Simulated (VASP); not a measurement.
VASP ran on this input.

### KPOINTS
```
Automatic mesh
0
Gamma
7 7 7
0 0 0
```

### POSCAR
```
MgSe
1
    0.0000000000     2.7846000000     2.7846000000
    2.7846000000     0.0000000000     2.7846000000
    2.7846000000     2.7846000000     0.0000000000
Mg Se
1 1
Direct
  0.0000000000   0.0000000000   0.0000000000
  0.5000000000   0.5000000000   0.5000000000
```

INCAR:
```
ISMEAR  =  0   # Gaussian
SYSTEM  =  MgSe
IMIX  =  1
SIGMA  =  0.05   # width (eV)
ENCUT  =  400
LCHARG  =  .False.
LREAL  =  .False.
GGA  =  PE
LASPH  =  .True.
BMIX  =  1.0
PREC  =  Accurate
AMIX  =  0.1
EDIFF  =  1E-6   # SCF stop (eV)
LMAXMIX  =  4
LWAVE  =  .False.
ALGO  =  Normal   # blocked Davidson
ISIF  =  2   # forces and stress, cell fixed
NELM  =  100   # most electronic steps
```

POTCAR, in this order: Mg Se (PBE.64 set). Program: vasp_std.

Task: Write an equivalent input for Quantum ESPRESSO's pw.x.

Result: One equivalent input (not run):
```
&CONTROL
  calculation = 'scf'
  pseudo_dir = './pseudo'
  outdir = './out'
  tprnfor = .true.
  tstress = .true.
/
&SYSTEM
  ibrav = 0
  nat = 2
  ntyp = 2
  ecutwfc = 86
  occupations = 'smearing'
  smearing = 'gaussian'
  degauss = 0.003675
  input_dft = 'pbe'
/
&ELECTRONS
  conv_thr = 7.3e-08
  electron_maxstep = 100
/
ATOMIC_SPECIES
  Mg 24.305 Mg.upf
  Se 78.971 Se.upf
CELL_PARAMETERS angstrom
     0.0000000    2.7846000    2.7846000
     2.7846000    0.0000000    2.7846000
     2.7846000    2.7846000    0.0000000
ATOMIC_POSITIONS crystal
  Mg   0.0000000  0.0000000  0.0000000
  Se   0.5000000  0.5000000  0.5000000
K_POINTS automatic
  7 7 7 0 0 0
```
The two are equivalent in intent, not identical: the potentials are each code's own (VASP's PAW set, PseudoDojo norm-conserving files in pw.x), so ENCUT and ecutwfc are chosen apart and not converted; conv_thr bounds pw.x's estimated SCF error, while EDIFF bounds the energy change between steps.

The compound is MgSe in the rock salt structure. The cell was not relaxed at this level. The run is one of a series of settings (AMIX = 0.1, BMIX = 1.0, IMIX = 1 against the base run), some of them coarse on purpose.
